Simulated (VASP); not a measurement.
# Si2MoN4 in VASP: relaxation of cell and atoms with PBE+D3(BJ)

Aim: the relaxation of cell and atoms of Si2MoN4 with PBE+D3(BJ).

Program: VASP 6.6.1. These are calculated values, not measurements. Logs are shortened: lines on timing, memory, paths and dates and some standing lists are left out, and cuts for length are marked.

**1. The structure**

The cell holds a sheet with vacuum, 7 atoms: a = 2.910 Å, b = 2.910 Å, c = 23.000 Å, α = 90.00°, β = 90.00°, γ = 120.00°.

The cell was built by a generator and needn't be a form met in nature.

**2. Relaxation of cell and atoms, PBE+D3(BJ)**

Input file INCAR:

```
  PREC = Accurate
  ENCUT = 600
  EDIFF = 1E-6
  ISMEAR = 0
  SIGMA = 0.03
  LREAL = F
  LASPH = T
  NELM = 120
  ALGO = Normal
  ISIF = 3
  LWAVE = F
  LCHARG = F
  GGA = PE
  IVDW = 12
  IBRION = 2
  NSW = 40
  EDIFFG = -0.005
  LATTICE_CONSTRAINTS = .TRUE. .TRUE. .FALSE.
  KPAR = 4
```

Input file KPOINTS:

```
regular mesh
0
Gamma
  18 18 1
```

Input file POSCAR:

```
Si2MoN4
1.0
    2.9100000000      0.0000000000      0.0000000000
   -1.4550000000      2.5201339300      0.0000000000
    0.0000000000      0.0000000000     23.0000000000
N Si Mo
4 2 1
Direct
    0.3333330000      0.6666670000      0.3478260900
    0.6666670000      0.3333330000      0.4456521700
    0.6666670000      0.3333330000      0.5543478300
    0.3333330000      0.6666670000      0.6521739100
    0.6666670000      0.3333330000      0.3695652200
    0.6666670000      0.3333330000      0.6304347800
    0.0000000000      0.0000000000      0.5000000000
```

Potentials or basis: VASP PAW PBE potentials, release 64 (N, Si, Mo_sv).

The run is started by

```console
$ cat potpaw_PBE.64/N/POTCAR potpaw_PBE.64/Si/POTCAR potpaw_PBE.64/Mo_sv/POTCAR > POTCAR
$ mpirun -np 4 vasp_std > vasp.out
```

OUTCAR:

```text
PREC = Accurate
   ENCUT = 600
   EDIFF = 1E-6
   ISMEAR = 0
   LREAL = F
   LASPH = T
   NELM = 120
   ISIF = 3
   GGA = PE
   IVDW = 12
   IBRION = 2
   NSW = 40
   EDIFFG = -0.005
 IVDW          = 12

 ion  position               nearest neighbor table
   1  0.333  0.667  0.348-   5 1.75   5 1.75   5 1.75
   2  0.667  0.333  0.446-   5 1.75   7 2.09   7 2.09   7 2.09
   3  0.667  0.333  0.554-   6 1.75   7 2.09   7 2.09   7 2.09
   4  0.333  0.667  0.652-   6 1.75   6 1.75   6 1.75
   5  0.667  0.333  0.370-   2 1.75   1 1.75   1 1.75   1 1.75
   6  0.667  0.333  0.630-   3 1.75   4 1.75   4 1.75   4 1.75
   7  0.000  0.000  0.500-   2 2.09   3 2.09   2 2.09   3 2.09   2 2.09   3 2.09

  LATTYP: Found a hexagonal cell.
 ALAT       =     2.9100000000
 C/A-ratio  =     7.9037800687

  Lattice vectors:

 A1 = (   2.9100000000,   0.0000000000,   0.0000000000)
 A2 = (  -1.4550000000,   2.5201339300,   0.0000000000)
 A3 = (   0.0000000000,   0.0000000000,  23.0000000000)

Analysis of symmetry for initial positions (statically):
=====================================================================
 Subroutine PRICEL returns:
 Original cell was already a primitive cell.

 Routine SETGRP: Setting up the symmetry group for a
 hexagonal supercell.

 Subroutine GETGRP returns: Found 12 space group operations
 (whereof 12 operations were pure point group operations)
 out of a pool of 24 trial point group operations.

The static configuration has the point symmetry D_3h.

Analysis of symmetry for dynamics (positions and initial velocities):
=====================================================================
 Subroutine PRICEL returns:
 Original cell was already a primitive cell.

 Routine SETGRP: Setting up the symmetry group for a
 hexagonal supercell.

 Subroutine GETGRP returns: Found 12 space group operations
 (whereof 12 operations were pure point group operations)
 out of a pool of 24 trial point group operations.

The dynamic configuration has the point symmetry D_3h.

 Subroutine INISYM returns: Found 12 space group operations
 (whereof 12 operations are pure point group operations),
 and found     1 'primitive' translations

----------------------------------------------------------------------------------------

                                     Primitive cell

  volume of cell :     168.6726

  direct lattice vectors                    reciprocal lattice vectors
     2.910000000  0.000000000  0.000000000     0.343642612  0.198402154  0.000000000
    -1.455000000  2.520133930  0.000000000     0.000000000  0.396804308  0.000000000
     0.000000000  0.000000000 23.000000000     0.000000000  0.000000000  0.043478261

  length of vectors
     2.910000000  2.910000004 23.000000000     0.396804309  0.396804308  0.043478261

  position of ions in fractional coordinates (direct lattice)
     0.333333000  0.666667000  0.347826090
     0.666667000  0.333333000  0.445652170
     0.666667000  0.333333000  0.554347830
     0.333333000  0.666667000  0.652173910
     0.666667000  0.333333000  0.369565220
     0.666667000  0.333333000  0.630434780
     0.000000000  0.000000000  0.500000000

  ion indices of the primitive-cell ions
   primitive index   ion index
                 1           1
                 2           2
                 3           3
                 4           4
                 5           5
                 6           6
                 7           7

----------------------------------------------------------------------------------------

 KPOINTS: regular mesh

Automatic generation of k-mesh.
 Grid dimensions read from file:
 generate k-points for:   18   18    1

 Generating k-lattice:

  Cartesian coordinates                     Fractional coordinates (reciprocal lattice)
     0.019091256  0.011022342  0.000000000     0.055555556  0.000000000  0.000000000
     0.000000000  0.022044684  0.000000000     0.000000000  0.055555556  0.000000000
     0.000000000  0.000000000  0.043478261     0.000000000  0.000000000  1.000000000

  Length of vectors
     0.022044684  0.022044684  0.043478261

  Shift w.r.t. Gamma in fractional coordinates (k-lattice)
     0.000000000  0.000000000  0.000000000

 Subroutine IBZKPT returns following result:
 ===========================================

 Found     37 irreducible k-points:

 Following reciprocal coordinates:
            Coordinates               Weight
  0.000000  0.000000  0.000000      1.000000
  0.055556  0.000000  0.000000      6.000000
  0.111111  0.000000  0.000000      6.000000
  0.166667 -0.000000  0.000000      6.000000
  0.222222  0.000000  0.000000      6.000000
  0.277778 -0.000000  0.000000      6.000000
[... 16 lines left out ...]
  0.333333  0.111111  0.000000     12.000000
  0.388889  0.111111  0.000000     12.000000
 [... further k-points ...]
   k-points           NKPTS =     37   k-points in BZ     NKDIM =     37   number of bands    NBANDS=     25
   number of dos      NEDOS =    301   number of ions     NIONS =      7
   total plane-waves  NPLWV = 110592
   dimension x,y,z NGX =    24 NGY =   24 NGZ =  192
   dimension x,y,z NGXF=    48 NGYF=   48 NGZF=  384
   ions per type =               4   2   1
   NGX,Y,Z   is equivalent  to a cutoff of  13.71, 13.71, 13.88 a.u.
   NGXF,Y,Z  is equivalent  to a cutoff of  27.42, 27.42, 27.76 a.u.
 SYSTEM =  unknown system
   PREC   = accura    normal or accurate (medium, high low for compatibility)
   ISTART =      0    job   : 0-new  1-cont  2-samecut
   ICHARG =      2    charge: 1-file 2-atom 10-const
   ISPIN  =      1    spin polarized calculation?
   LNONCOLLINEAR =      F non collinear calculations
   LSORBIT =      F    spin-orbit coupling
   LASPH  =      T    aspherical Exc in radial PAW
   ENCUT  =  600.0 eV  44.10 Ry    6.64 a.u.   5.81  5.81 45.94*2*pi/ulx,y,z
   NELM   =    120;   NELMIN=  2; NELMDL= -5     # of ELM steps
   EDIFF  = 0.1E-05   stopping-criterion for ELM
   LREAL  =      F    real-space projection
   EDIFFG = -.5E-02   stopping-criterion for IOM
   NSW    =     40    number of steps for IOM
   IBRION =      2    ionic relax: 0-MD 1-quasi-New 2-CG
   NFREE  =      1    steps in history (QN), initial steepest desc. (CG)
   ISIF   =      3    stress and relaxation
   ISYM   =      2    0-nonsym 1-usesym 2-fastsym
   POTIM  = 0.5000    time-step for ionic-motion
   TEBEG  =    0.0;   TEEND  =   0.0 temperature during run
   PSTRESS=    0.0 pullay stress
   NELECT =      42.0000    total number of electrons
   NUPDOWN=      -1.0000    fix difference up-down
   EMIN   =  10.00;   EMAX   =-10.00  energy-range for DOS
   EFERMI =   0.00;   METHOD = LEGACY
   ISMEAR =     0;   SIGMA  =   0.03  broadening in eV -4-tet -1-fermi 0-gaus
   EFERMI_NEDOS =   21; number of points for ismear=-14 and -15
   IALGO  =     38    algorithm
   IMIX   =      4    mixing-type and parameters
     AMIX     =   0.40;   BMIX     =  1.00
     AMIX_MAG =   1.60;   BMIX_MAG =  1.00
  volume/ion in A,a.u.               =      24.10       162.61
  Fermi-wavevector in a.u.,A,eV,Ry     =   1.029935  1.946295 14.432597  1.060766
  Thomas-Fermi vector in A             =   2.164008
   LORBIT       =      0    0 simple, 1 ext, 2 COOP (PROOUT), +10 PAW based schemes
   GGA     = PE    functional components
   LHFCALC =     F    Hartree Fock is set to
   AEXX    =    0.0000 exact exchange contribution
   IVDW    =    12    specifies the selected vdW correction
   LEPSILON=     F    determine dielectric tensor
   LRPA    =     F    only Hartree local field effects (RPA)
 conjugate gradient relaxation of ions
 non-spin polarized calculation
 Gauss-broadening in eV      SIGMA  =   0.03
  energy-cutoff  :      600.00
  volume of cell :      168.67
 maximum number of plane-waves:      5664
 NGX is ok and might be reduce to    24
   NGX = 11   NGY = 11   NGZ = 91

--------------------------------------- Ionic step        1  -------------------------------------------

 number of electron      42.0000001 magnetization

 Free energy of the ion-electron system (eV)
  ---------------------------------------------------
  ext. energy  EPLUGINS =         0.00000000
  ---------------------------------------------------
  free energy    TOTEN  =       -61.73993539 eV

  energy without entropy =      -61.73993539  energy(sigma->0) =      -61.73993539

------------------------ aborting loop because EDIFF is reached ----------------------------------------

 Edisp (eV)   -1.82631

 E8    (eV) :    -0.7187

  FORCE on cell =-STRESS in cart. coord.  units (eV):
  Direction    XX          YY          ZZ          XY          YZ          ZX
  --------------------------------------------------------------------------------------
  -------------------------------------------------------------------------------------
  Total      -1.91599    -1.91599    -1.69135    -0.00000     0.00000     0.00000
  in kB     -18.19953   -18.19953   -16.06570    -0.00000     0.00000     0.00000
  external pressure =      -17.49 kB  Pullay stress =        0.00 kB
[... 112 lines left out ...]
  FREE ENERGIE OF THE ION-ELECTRON SYSTEM (eV)
  ---------------------------------------------------
  free  energy   TOTEN  =       -63.5805209316 eV

  energy  without entropy=      -63.5805209316  energy(sigma->0) =      -63.58052093

[... ionic steps 4 to 7 ...]

--------------------------------------- Ionic step        8  -------------------------------------------

 number of electron      41.9999998 magnetization

------------------------ aborting loop because EDIFF is reached ----------------------------------------

 Edisp (eV)   -1.85220

 E8    (eV) :    -0.7290
[... 79 lines left out ...]
  energy  without entropy=      -63.5817772804  energy(sigma->0) =      -63.58177728

--------------------------------------- Ionic step       10  -------------------------------------------

 number of electron      41.9999998 magnetization

 Free energy of the ion-electron system (eV)
  ---------------------------------------------------
  ext. energy  EPLUGINS =         0.00000000
  ---------------------------------------------------
  free energy    TOTEN  =       -61.72886923 eV

  energy without entropy =      -61.72886923  energy(sigma->0) =      -61.72886923

 E-fermi :   0.8322     XC(G=0):  -5.4191

 val. band max:        0.6672694768   @ k =   0.0000   0.0000   0.0000
 cond. band min:       2.4689117725   @ k =   0.3333   0.3333   0.0000
 fundamental gap:      1.8016422957
 Fermi energy:         0.8322217317

 k-point     1 :       0.0000    0.0000    0.0000
  band No.  band energies     occupation
      1     -60.6887      2.00000
      2     -34.8144      2.00000
      3     -34.3867      2.00000
      4     -34.3867      2.00000
      5     -18.1553      2.00000
      6     -18.0539      2.00000
[... 661 lines left out ...]
     24       4.2607      0.00000
     25       4.5634      0.00000

 [... further k-points ...]

------------------------ aborting loop because EDIFF is reached ----------------------------------------

 Edisp (eV)   -1.85291

 E8    (eV) :    -0.7293

  FORCE on cell =-STRESS in cart. coord.  units (eV):
  Direction    XX          YY          ZZ          XY          YZ          ZX
  --------------------------------------------------------------------------------------
  -------------------------------------------------------------------------------------
  Total       0.02214     0.02214    -0.14548     0.00000     0.00000    -0.00000
  in kB       0.21269     0.21269    -1.39787     0.00000     0.00000    -0.00000
  external pressure =       -0.32 kB  Pullay stress =        0.00 kB
[... 22 lines left out ...]
  FREE ENERGIE OF THE ION-ELECTRON SYSTEM (eV)
  ---------------------------------------------------
  free  energy   TOTEN  =       -63.5817774811 eV

  energy  without entropy=      -63.5817774811  energy(sigma->0) =      -63.58177748

 reached required accuracy - stopping structural energy minimisation
```

Run time: 7.2 min. Hardware: 4 MPI ranks of AMD EPYC 7R43 (Zen 3), shared host; peak memory 0.45 GiB.

Results:

```
Free energy                            : -63.5818 eV
Relaxed volume                         : 23.82 Å³/atom
Relaxed cell                           : a = 2.893 Å, b = 2.893 Å, c = 23.000 Å, α = 90.00°, β = 90.00°, γ = 120.00°
Space group after relaxing (to 0.05 Å) : P-6m2 (No. 187)
Energy gained by relaxing              : 2.2 meV/atom
Ionic steps                            : 10
Largest force after relaxing           : 0.004 eV/Å
Band gap on the k mesh                 : 1.80 eV, indirect (least direct gap 2.11 eV)
Dispersion energy per atom             : -0.265 eV
```

Forces on the atoms (eV/Å):
```
N    0.000  0.000 -0.002
N    0.000  0.000 -0.004
N    0.000  0.000  0.004
N    0.000  0.000  0.002
Si   0.000  0.000  0.004
Si   0.000  0.000 -0.004
Mo   0.000  0.000  0.000
```

Step by step:
| step | energy change (eV) | largest force (eV/Å) | pressure (GPa) | volume (Å³) |
| --- | --- | --- | --- | --- |
| 1 | 0.0000 | 0.2939 | -1.75 | 168.67 |
| 2 | 0.0033 | 0.0565 | 1.74 | 164.25 |
| 3 | -0.0143 | 0.1647 | -0.14 | 166.56 |
| 4 | -0.0139 | 0.1914 | -0.21 | 166.72 |
| 5 | -0.0149 | 0.0820 | -0.17 | 166.63 |
| 6 | -0.0152 | 0.0500 | -0.16 | 166.67 |
| 7 | -0.0152 | 0.0474 | -0.16 | 166.67 |
| 8 | -0.0154 | 0.0327 | -0.12 | 166.69 |
| 9 | -0.0155 | 0.0052 | -0.04 | 166.74 |
| 10 | -0.0155 | 0.0042 | -0.03 | 166.75 |

Final structure:
```
N Si Mo
1.0
     2.89333    0.00000    0.00000
    -1.44667    2.50570    0.00000
     0.00000    0.00000   23.00000
N Si Mo
4 2 1
Direct
  0.33333 0.66667 0.34806
  0.66667 0.33333 0.44589
  0.66667 0.33333 0.55411
  0.33333 0.66667 0.65194
  0.66667 0.33333 0.37023
  0.66667 0.33333 0.62977
  0.00000 0.00000 0.50000
```

Levels at points of the mesh, in eV from the valence-band top:
| k point | band 18 | band 19 | band 20 | band 21 | band 22 | band 23 | band 24 | band 25 |
| --- | --- | --- | --- | --- | --- | --- | --- | --- |
| (0.00, 0.00, 0.00) | -2.54 | -2.54 | -2.33 | 0.00 | 2.83 | 2.83 | 3.17 | 3.17 |
| (0.50, 0.00, 0.00) | -2.72 | -1.94 | -1.91 | -1.01 | 2.44 | 2.92 | 3.18 | 3.55 |
